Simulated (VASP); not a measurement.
Input:

```xyz
6
Lattice="5.3700 0.0000 0.0000 -2.6850 4.6506 0.0000 0.0000 0.0000 6.7900" Properties=species:S:1:pos:R:3 pbc="T T T"
Y      0.0000     3.1004     5.0925
Y      2.6850     1.5502     1.6975
Y      0.0000     0.0000     0.0000
Y      0.0000     0.0000     3.3950
In     0.0000     3.1004     1.6975
In     2.6850     1.5502     5.0925
```

Level of theory: PBEsol GGA, VASP's PBE PAW potentials (set 64) (plane waves; VASP). Numerical set-up: 300 eV cut-off, 5×5×4 Γ-centred mesh, Gaussian smearing of 0.20 eV, potentials Y_sv In_d.

At this cut-off the stress carries a Pulay error, which pulls relaxed volumes low.

Q: Give the stress tensor in GPa (positive for a compressed cell).

A: 
```
-2.11   0.00   0.00
 0.00  -2.11   0.00
 0.00   0.00  -2.55
```
The pressure is its mean diagonal, -2.25 GPa.

The structure comes from a measured Y2In entry of the Crystallography Open Database, whose conditions weren't checked. The cell was not relaxed at this level.
